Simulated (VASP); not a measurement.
```
Rh
1.0
    0.00000     1.90000     1.90000
    1.90000     0.00000     1.90000
    1.90000     1.90000     0.00000
Rh
1
Direct
  0.00000   0.00000   0.00000
```

Computed with PW91 GGA, VASP's PBE PAW potentials (set 64) (plane waves; VASP 6.6.1). Run with 520 eV cut-off, 15×15×15 Γ-centred mesh, first-order Methfessel-Paxton smearing of 0.10 eV, potentials Rh_pv.

Energy and stress use the plane-wave basis of the starting cell.

Task: The ions, cell shape and volume are relaxed. What does this cell relax into?

Result: 
```
Rh
1.0
    0.00000     1.91809     1.91809
    1.91809     0.00000     1.91809
    1.91809     1.91809     0.00000
Rh
1
Direct
  0.00000   0.00000   0.00000
```
Space group Fm-3m (225), at a tolerance of 0.03 Å.

Task: How do energy and volume change from the first to the last step?

Result: The energy (σ→0) changes by -9.2 meV/atom and the volume by +2.9 %, in 4 ionic steps.

| step | E(σ→0) (eV) | max force (eV/Å) | pressure (GPa) | volume (Å³) |
|---|---|---|---|---|
| 1 | -7.2565 | 0.000 | 7.74 | 13.72 |
| 2 | -7.2197 | 0.000 | -14.29 | 15.08 |
| 3 | -7.2657 | 0.000 | -0.13 | 14.12 |
| 4 | -7.2657 | 0.000 | -0.01 | 14.11 |

The compound is Rh in the fcc structure. This run relaxes it. Symmetry was kept, so distortions that lower it aren't found.
